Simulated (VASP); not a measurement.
A run of VASP 6.6.1 is set up as follows.

The input INCAR:

```
  PREC = Accurate
  ENCUT = 520
  EDIFF = 1E-6
  ISMEAR = 1
  SIGMA = 0.1
  LREAL = False
  LASPH = True
  NELM = 80
  ALGO = Normal
  ISIF = 2
  LWAVE = False
  LCHARG = False
  LDIPOL = True
  IDIPOL = 3
  DIPOL = 0.5 0.5 0.500
  GGA = PS
  IBRION = 2
  NSW = 80
  EDIFFG = -0.02
  LUSENCCL = False
```

Contents of KPOINTS:

```
Automatic mesh
0
Gamma
  14 9 1
```

Contents of POSCAR:

```
Ru
1.0
    2.6879025100      0.0000000000      0.0000000000
    0.0000000000      4.2552090000      0.0000000000
    0.0000000000      0.0000000000     27.4148898800
Ru
12
Direct
    0.9999992500      0.7500000000      0.2735739600
    0.5000001900      0.2500000000      0.3018772700
    0.4999990600      0.7500000000      0.3584837100
    0.0000000000      0.2500000000      0.3867870200
    0.9999988700      0.7500000000      0.4433934700
    0.4999998100      0.2500000000      0.4716967800
    0.4999986800      0.7500000000      0.5283032200
    0.9999996200      0.2500000000      0.5566065300
    0.9999984900      0.7500000000      0.6132129800
    0.4999994300      0.2500000000      0.6415162900
    0.4999983100      0.7500000000      0.6981227300
    0.9999992400      0.2500000000      0.7264260400
```

Potentials or basis: VASP PAW PBE potentials, release 64 (Ru_pv).

The run is started by

```bash
$ cat potpaw_PBE.64/Ru_pv/POTCAR > POTCAR
$ mpirun -np 1 vasp_std > vasp.out
```

Problem. Predict the energy gained by relaxing.

Solution. 9.5 meV/atom.

Problem. Estimate the band gap on the k mesh.

Solution. None (metal or under the smearing width).

Final structure:
```
CELL_PARAMETERS angstrom
2.68790 0.00000 0.00000
0.00000 4.25521 0.00000
0.00000 0.00000 27.41489
ATOMIC_POSITIONS crystal
Ru 0.00000 0.75000 0.27735
Ru 0.50000 0.25000 0.30172
Ru 0.50000 0.75000 0.35806
Ru 0.00000 0.25000 0.38629
Ru 0.00000 0.75000 0.44346
Ru 0.50000 0.25000 0.47169
Ru 0.50000 0.75000 0.52831
Ru 0.00000 0.25000 0.55654
Ru 0.00000 0.75000 0.61371
Ru 0.50000 0.25000 0.64194
Ru 0.50000 0.75000 0.69828
Ru 0.00000 0.25000 0.72265
```
